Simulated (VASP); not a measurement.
All values below come from revPBE GGA, VASP's PBE PAW potentials (set 64) (plane waves; VASP 6.6.1).

The input files of a VASP run:

**POSCAR**
```
C
1
    0.0000000000     1.7749029964     1.7749029964
    1.7749029964     0.0000000000     1.7749029964
    1.7749029964     1.7749029964     0.0000000000
C
2
Direct
  0.0000000000   0.0000000000   0.0000000000
  0.2500000000   0.2500000000   0.2500000000
```

File KPOINTS:
```
Automatic mesh
0
Gamma
13 13 13
0 0 0
```

### INCAR
```
SYSTEM  =  C
PREC  =  Accurate; ENCUT  =  520; LREAL  =  .FALSE.
LASPH  =  .TRUE.
EDIFF  =  1E-7; NELM  =  100; ALGO  =  Normal
ISMEAR  =  0; SIGMA  =  0.05
GGA  =  RE
ISIF  =  2
LWAVE  =  .FALSE.; LCHARG  =  .FALSE.
```

POTCAR, in this order: C (PBE.64 set). Program: vasp_std.

What VASP printed:

### OSZICAR
```
       N       E                     dE             d eps       ncg     rms          rms(c)
DAV:   1     0.227033334792E+01    0.22703E+01   -0.49990E+03  1360   0.985E+02
DAV:   2    -0.178622011297E+02   -0.20133E+02   -0.19370E+02  2160   0.115E+02
DAV:   3    -0.179707990324E+02   -0.10860E+00   -0.10860E+00  1424   0.116E+01
DAV:   4    -0.179709494406E+02   -0.15041E-03   -0.15041E-03  1920   0.454E-01
DAV:   5    -0.179709494826E+02   -0.41971E-07   -0.41970E-07  1416   0.514E-03    0.577E+00
DAV:   6    -0.175146854555E+02    0.45626E+00   -0.33901E-01  1400   0.468E+00    0.350E+00
DAV:   7    -0.173632985585E+02    0.15139E+00   -0.37734E-01  1592   0.512E+00    0.770E-01
DAV:   8    -0.173653708508E+02   -0.20723E-02   -0.24989E-03  1408   0.559E-01    0.583E-02
DAV:   9    -0.173654052139E+02   -0.34363E-04   -0.23375E-04  1944   0.136E-01    0.311E-02
DAV:  10    -0.173654250955E+02   -0.19882E-04   -0.26278E-05  1368   0.604E-02    0.649E-03
DAV:  11    -0.173654249055E+02    0.19000E-06   -0.10673E-07  1912   0.375E-03    0.151E-03
DAV:  12    -0.173654248960E+02    0.94759E-08   -0.42036E-08  1040   0.258E-03
   1 F= -.17365425E+02 E0= -.17365425E+02  d E =-.112125E-20
```

OUTCAR:
```
------------------------ aborting loop because EDIFF is reached ----------------------------------------
  FORCE on cell =-STRESS in cart. coord.  units (eV):
  Direction    XX          YY          ZZ          XY          YZ          ZX
  --------------------------------------------------------------------------------------
  Total        0.9482650      0.9482650      0.9482650      0.0000000      0.0000000      0.0000000
  in kB      135.8583806    135.8583806    135.8583806      0.0000000      0.0000000      0.0000000
  external PRESSURE =     135.8583806 kB  Pullay stress =       0.0000000 kB
  volume of cell :       11.18
      direct lattice vectors                 reciprocal lattice vectors
     0.000000000  1.774902996  1.774902996    -0.281705536  0.281705536  0.281705536
     1.774902996  0.000000000  1.774902996     0.281705536 -0.281705536  0.281705536
     1.774902996  1.774902996  0.000000000     0.281705536  0.281705536 -0.281705536
 POSITION                                       TOTAL-FORCE (eV/Angst)
 -----------------------------------------------------------------------------------
      0.00000      0.00000      0.00000         0.000000     -0.000000     -0.000000
      0.88745      0.88745      0.88745        -0.000000      0.000000      0.000000
 -----------------------------------------------------------------------------------
    total drift:                                0.000000      0.000000      0.000000
  FREE ENERGIE OF THE ION-ELECTRON SYSTEM (eV)
  ---------------------------------------------------
  free  energy   TOTEN  =       -17.3654248960 eV

  energy  without entropy=      -17.3654248960  energy(sigma->0) =      -17.36542490
```
(Selected blocks of OUTCAR.)

The compound is C in the diamond structure. This cell is one point of a volume scan, at 0.97 of the reference volume.
